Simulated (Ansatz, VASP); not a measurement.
# SiOF: VASP beside Ansatz, part 2 of 3

Wanted: the spread between two codes on one cell, functional and k mesh. The cell is invented: As first built, before any earlier steps moved the atoms (in the runner's words): it takes the TiOF structure with some of its atoms replaced by other elements, volume scaled by an estimate. It may not be a known or stable phase. The cell is taken from a series of runs on this material, whose earlier steps may have relaxed, scaled, displaced or heated it; both programs get it as it stands.

VASP 6.6.1 and Ansatz 0.2.0.

So far: Set-up; Ansatz: zone-centre phonons, BLYP.

## 3. VASP: zone-centre phonons, BLYP

Level of this step: BLYP; plane waves and PAW (Si_GW, F_GW, O_GW); invented cell (VASP).

The same cell, functional (in two slightly different forms), mesh and smearing now go to VASP, with its own data sets and cutoff.

Lines of VASP's logs that name or quote its potential files are left out, and so is its time.

Input file INCAR:

```
SYSTEM = SiOF
PREC = Accurate
ENCUT = 640
EDIFF = 1E-08
NELM = 100
ISMEAR = 0
SIGMA = 0.05
LREAL = .FALSE.
ALGO = Normal
GGA = B5
ALDAX = 1
AGGAX = 1
AGGAC = 1
ALDAC = 0
NBANDS = 14
LORBIT = 11
LWAVE = .FALSE.
LCHARG = .FALSE.
KPAR = 2
ISIF = 2
IBRION = 8
```

Input file POSCAR:

```
SiOF
1.0
    2.9090897815      0.0000000000      0.0000000000
    0.0000000000      2.9090897815      0.0000000000
    0.0000000000      0.0000000000      3.8913128445
Si F O
1 1 1
Direct
    0.0000000000      0.0000000000      0.0000000000
    0.0000000000      0.0000000000      0.5000000000
    0.5000000000      0.5000000000      0.0000000000
```

Input file KPOINTS:

```
Automatic mesh
0
Gamma
8 8 6
0 0 0
```

Potentials, in the order of the species: Si_GW, F_GW and O_GW (PBE family, release 64).

Run with:

```console
$ mpirun -np 2 vasp_std
```

Output:

```text
[banner, memory and clock lines left out]
running    2 mpi-ranks, on    1 nodes
 distrk:  each k-point on    1 cores,    2 groups
 distr:  one band on    1 cores,    1 groups

 POSCAR found type information on POSCAR SiF O
 POSCAR found :  3 types and       3 ions
|                                                                             |
|               ----> ADVICE to this user running VASP <----                  |
|                                                                             |
|     You enforced a specific xc type in the INCAR file but a different       |
|     [... a line on the potential file left out ...]
|     I HOPE YOU KNOW WHAT YOU ARE DOING!                                     |
|                                                                             |

 LDA part: xc-table for (Slater(with rela. corr.)+VWN5), standard interpolation
 POSCAR, INCAR and KPOINTS ok, starting setup
 FFT: planning ... GRIDC
 FFT: planning ... GRID_SOFT
 FFT: planning ... GRID
 WAVECAR not read
 entering main loop
       N       E                     dE             d eps       ncg     rms          rms(c)
DAV:   1     0.110983610020E+03    0.11098E+03   -0.10649E+04  1976   0.136E+03
DAV:   2    -0.104199750555E+02   -0.12140E+03   -0.10693E+03  2076   0.377E+02
DAV:   3    -0.178352634810E+02   -0.74153E+01   -0.73244E+01  2178   0.830E+01
DAV:   4    -0.180059483634E+02   -0.17068E+00   -0.17058E+00  2142   0.143E+01
DAV:   5    -0.180128260402E+02   -0.68777E-02   -0.68773E-02  2508   0.240E+00    0.838E+00
DAV:   6    -0.161842556158E+02    0.18286E+01   -0.56996E+00  2594   0.381E+01    0.282E+00
DAV:   7    -0.161546068976E+02    0.29649E-01   -0.22342E-01  2334   0.872E+00    0.151E+00
DAV:   8    -0.161491551417E+02    0.54518E-02   -0.28518E-02  2376   0.200E+00    0.512E-01
DAV:   9    -0.161505246728E+02   -0.13695E-02   -0.62332E-03  2626   0.127E+00    0.877E-02
DAV:  10    -0.161507333158E+02   -0.20864E-03   -0.95028E-04  2022   0.326E-01    0.609E-02
DAV:  11    -0.161506883817E+02    0.44934E-04   -0.10504E-04  2278   0.177E-01    0.169E-02
DAV:  12    -0.161506871826E+02    0.11990E-05   -0.27402E-05  1928   0.560E-02    0.307E-03
DAV:  13    -0.161506870423E+02    0.14032E-06   -0.10385E-06  2828   0.109E-02    0.113E-03
DAV:  14    -0.161506870724E+02   -0.30099E-07   -0.46328E-08  2056   0.260E-03    0.167E-04
DAV:  15    -0.161506870738E+02   -0.13711E-08   -0.34295E-09  1368   0.714E-04
   1 F= -.16150687E+02 E0= -.16150214E+02  d E =-.945742E-03
 Linear response reoptimize wavefunctions to high precision
DAV:   1    -0.161506870735E+02    0.27580E-09   -0.52020E-10  1492   0.424E-04
DAV:   2    -0.161506870735E+02   -0.20464E-10   -0.16587E-10  1062   0.179E-04
 Linear response DOF=           6
 Linear response progress:
  Degree of freedom:   1/  6
       N       E                     dE             d eps       ncg     rms          rms(c)
RMM:   1    -0.163813759431E-01   -0.16381E-01   -0.30635E+00  4164   0.249E+01
RMM:   2    -0.179252521452E-01   -0.15439E-02   -0.23418E-03  4377   0.417E-01    0.774E-02
RMM:   3    -0.177248930860E-01    0.20036E-03   -0.29223E-04  5140   0.127E-01    0.467E-02
RMM:   4    -0.175392712382E-01    0.18562E-03   -0.56047E-05  4701   0.645E-02    0.728E-03
RMM:   5    -0.175297430798E-01    0.95282E-05   -0.60139E-06  5345   0.207E-02    0.175E-03
RMM:   6    -0.175353336039E-01   -0.55905E-05   -0.44809E-07  4962   0.596E-03    0.352E-04
RMM:   7    -0.175340414156E-01    0.12922E-05   -0.53485E-08  5235   0.197E-03    0.109E-04
RMM:   8    -0.175335735853E-01    0.46783E-06   -0.55010E-09  5341   0.633E-04    0.397E-05
RMM:   9    -0.175333784892E-01    0.19510E-06   -0.52338E-10  5287   0.195E-04    0.131E-05
RMM:  10    -0.175333184036E-01    0.60086E-07   -0.40984E-11  5320   0.666E-05    0.390E-06
RMM:  11    -0.175333238584E-01   -0.54548E-08   -0.19286E-11  5370   0.237E-05    0.161E-06
 first order change of Fermi-energy   0.67607E-04
 force on displaced ion       1 direction 1 :   6.769   0.000   0.000
 Linear response progress:
  Degree of freedom:   2/  6
       N       E                     dE             d eps       ncg     rms          rms(c)
RMM:   1    -0.236030629224E-01   -0.23603E-01   -0.24994E+00  2719   0.213E+01
RMM:   2    -0.241717907429E-01   -0.56873E-03   -0.36977E-03  2643   0.454E-01    0.941E-02
RMM:   3    -0.237874640827E-01    0.38433E-03   -0.40805E-04  2969   0.145E-01    0.551E-02
RMM:   4    -0.235371052628E-01    0.25036E-03   -0.92502E-05  2954   0.727E-02    0.137E-02
RMM:   5    -0.235029227012E-01    0.34183E-04   -0.74297E-06  3092   0.238E-02    0.211E-03
RMM:   6    -0.235048223344E-01   -0.18996E-05   -0.74894E-07  3063   0.729E-03    0.612E-04
RMM:   7    -0.235031514950E-01    0.16708E-05   -0.86094E-08  3092   0.242E-03    0.897E-05
RMM:   8    -0.235028668688E-01    0.28463E-06   -0.96641E-09  3243   0.812E-04    0.298E-05
RMM:   9    -0.235027902953E-01    0.76573E-07   -0.13756E-09  3103   0.258E-04    0.135E-05
RMM:  10    -0.235028217751E-01   -0.31480E-07   -0.38638E-11  3140   0.100E-04    0.681E-06
RMM:  11    -0.235028429575E-01   -0.21182E-07   -0.43984E-11  3170   0.324E-05    0.177E-06
RMM:  12    -0.235028455280E-01   -0.25706E-08    0.63902E-11  3173   0.116E-05    0.294E-07
 first order change of Fermi-energy   0.27033E-04
 force on displaced ion       1 direction 3 :  -0.000  -0.000   3.730
 Linear response progress:
  Degree of freedom:   3/  6
       N       E                     dE             d eps       ncg     rms          rms(c)
RMM:   1    -0.645458994906E+00   -0.64546E+00    0.43969E-01  5608   0.593E+00
RMM:   2    -0.636104134357E+00    0.93549E-02   -0.90147E-03  4168   0.109E+00    0.119E-01
RMM:   3    -0.637774214118E+00   -0.16701E-02   -0.32645E-03  4929   0.404E-01    0.741E-02
RMM:   4    -0.639922621257E+00   -0.21484E-02   -0.41102E-04  4543   0.150E-01    0.122E-02
RMM:   5    -0.639692939412E+00    0.22968E-03   -0.34508E-05  5168   0.438E-02    0.824E-03
RMM:   6    -0.639732224027E+00   -0.39285E-04   -0.35186E-06  5064   0.170E-02    0.107E-03
RMM:   7    -0.639776140203E+00   -0.43916E-04   -0.54610E-07  5334   0.576E-03    0.693E-04
RMM:   8    -0.639759459681E+00    0.16681E-04   -0.85543E-08  4984   0.238E-03    0.717E-05
RMM:   9    -0.639760726634E+00   -0.12670E-05   -0.10573E-08  5705   0.758E-04    0.209E-05
RMM:  10    -0.639761057261E+00   -0.33063E-06   -0.18915E-09  5383   0.230E-04    0.559E-06
RMM:  11    -0.639761096508E+00   -0.39247E-07   -0.70703E-10  5787   0.792E-05    0.323E-06
RMM:  12    -0.639761193666E+00   -0.97158E-07   -0.25247E-10  5332   0.269E-05    0.106E-06
RMM:  13    -0.639761157955E+00    0.35712E-07   -0.15014E-10  5619   0.127E-05    0.226E-07
RMM:  14    -0.639761142815E+00    0.15140E-07   -0.10651E-10  4666   0.706E-06    0.122E-07
RMM:  15    -0.639761156204E+00   -0.13389E-07   -0.84858E-11  3240   0.556E-06    0.164E-08
 first order change of Fermi-energy   0.77528E-04
 force on displaced ion       2 direction 1 :  -2.629   0.000   0.000
 Linear response progress:
  Degree of freedom:   4/  6
       N       E                     dE             d eps       ncg     rms          rms(c)
RMM:   1    -0.657857410786E+00   -0.65786E+00    0.82745E-01  3425   0.658E+00
RMM:   2    -0.649889789933E+00    0.79676E-02   -0.11595E-02  2516   0.105E+00    0.179E-01
RMM:   3    -0.651637260300E+00   -0.17475E-02   -0.21991E-03  2983   0.380E-01    0.994E-02
RMM:   4    -0.653588623295E+00   -0.19514E-02   -0.46360E-04  2797   0.167E-01    0.239E-02
RMM:   5    -0.653637693073E+00   -0.49070E-04   -0.42447E-05  3238   0.582E-02    0.525E-03
RMM:   6    -0.653682975951E+00   -0.45283E-04   -0.39024E-06  3228   0.168E-02    0.126E-03
RMM:   7    -0.653661915681E+00    0.21060E-04   -0.59272E-07  3217   0.600E-03    0.504E-04
RMM:   8    -0.653672171379E+00   -0.10256E-04   -0.63056E-08  3277   0.206E-03    0.128E-04
RMM:   9    -0.653672608724E+00   -0.43735E-06   -0.56854E-09  3336   0.726E-04    0.436E-05
RMM:  10    -0.653673019339E+00   -0.41061E-06   -0.84784E-10  3363   0.239E-04    0.164E-05
RMM:  11    -0.653673565700E+00   -0.54636E-06   -0.85541E-11  3323   0.921E-05    0.402E-06
RMM:  12    -0.653673572478E+00   -0.67782E-08   -0.75421E-11  3402   0.337E-05    0.964E-07
 first order change of Fermi-energy  -0.36987E-04
 force on displaced ion       2 direction 3 :  -0.000   0.000   4.049
 Linear response progress:
  Degree of freedom:   5/  6
       N       E                     dE             d eps       ncg     rms          rms(c)
RMM:   1    -0.362289904516E+00   -0.36229E+00   -0.23850E-02  5525   0.136E+01
RMM:   2    -0.380732340001E+00   -0.18442E-01   -0.13327E-02  4235   0.162E+00    0.150E-01
RMM:   3    -0.383769014234E+00   -0.30367E-02   -0.18406E-03  4799   0.463E-01    0.847E-02
RMM:   4    -0.385861884904E+00   -0.20929E-02   -0.42083E-04  4570   0.174E-01    0.233E-02
RMM:   5    -0.386014046030E+00   -0.15216E-03   -0.32786E-05  5313   0.614E-02    0.189E-03
RMM:   6    -0.385982863134E+00    0.31183E-04   -0.41849E-06  5436   0.182E-02    0.809E-04
RMM:   7    -0.385978368879E+00    0.44943E-05   -0.45684E-07  5308   0.591E-03    0.302E-04
RMM:   8    -0.385980132908E+00   -0.17640E-05   -0.70820E-08  5628   0.208E-03    0.601E-05
RMM:   9    -0.385980654577E+00   -0.52167E-06   -0.70115E-09  5529   0.636E-04    0.387E-05
RMM:  10    -0.385980952954E+00   -0.29838E-06   -0.84359E-10  5602   0.224E-04    0.819E-06
RMM:  11    -0.385980958216E+00   -0.52621E-08   -0.23807E-11  5520   0.763E-05    0.189E-06
 first order change of Fermi-energy  -0.17011E-03
 force on displaced ion       3 direction 1 :   6.799   0.000   0.000
 Linear response progress:
  Degree of freedom:   6/  6
       N       E                     dE             d eps       ncg     rms          rms(c)
RMM:   1    -0.386579928882E+00   -0.38658E+00   -0.22600E-01  2878   0.134E+01
RMM:   2    -0.398177013911E+00   -0.11597E-01   -0.21875E-02  2493   0.155E+00    0.169E-01
RMM:   3    -0.400632921425E+00   -0.24559E-02   -0.12178E-03  2697   0.320E-01    0.105E-01
RMM:   4    -0.402480620679E+00   -0.18477E-02   -0.32768E-04  2783   0.145E-01    0.164E-02
RMM:   5    -0.402441321870E+00    0.39299E-04   -0.16974E-05  3122   0.412E-02    0.664E-03
RMM:   6    -0.402493710272E+00   -0.52388E-04   -0.28675E-06  3159   0.163E-02    0.804E-04
RMM:   7    -0.402495985635E+00   -0.22754E-05   -0.27573E-07  3262   0.481E-03    0.258E-04
RMM:   8    -0.402495468479E+00    0.51716E-06   -0.30853E-08  3201   0.168E-03    0.670E-05
RMM:   9    -0.402495351730E+00    0.11675E-06   -0.53873E-09  3356   0.617E-04    0.266E-05
RMM:  10    -0.402495838040E+00   -0.48631E-06   -0.69340E-10  3288   0.200E-04    0.121E-05
RMM:  11    -0.402495906171E+00   -0.68130E-07   -0.10699E-10  3368   0.682E-05    0.465E-06
RMM:  12    -0.402495928993E+00   -0.22823E-07   -0.77788E-12  3272   0.246E-05    0.586E-07
RMM:  13    -0.402495915349E+00    0.13645E-07    0.58655E-12  3287   0.107E-05    0.247E-07
RMM:  14    -0.402495915621E+00   -0.27222E-09    0.74140E-12  2526   0.600E-06    0.157E-07
 first order change of Fermi-energy   0.44404E-03
 force on displaced ion       3 direction 3 :  -0.000  -0.000  -6.832
 Linear response finished
```

[end of part 2 of 3]

[Lines on the potential files, build, host, timing and source positions are cut from VASP's logs without a mark.]

[Logs are printed without paths, hosts, clocks, repeated set-up lines and the standing remarks that a program may print on its own settings, such as how far it seeks lower states.]

[Hosts, paths, dates, database ids (printed as entryN), source tags and the programs' standing remarks are cut or masked in the printed files.]
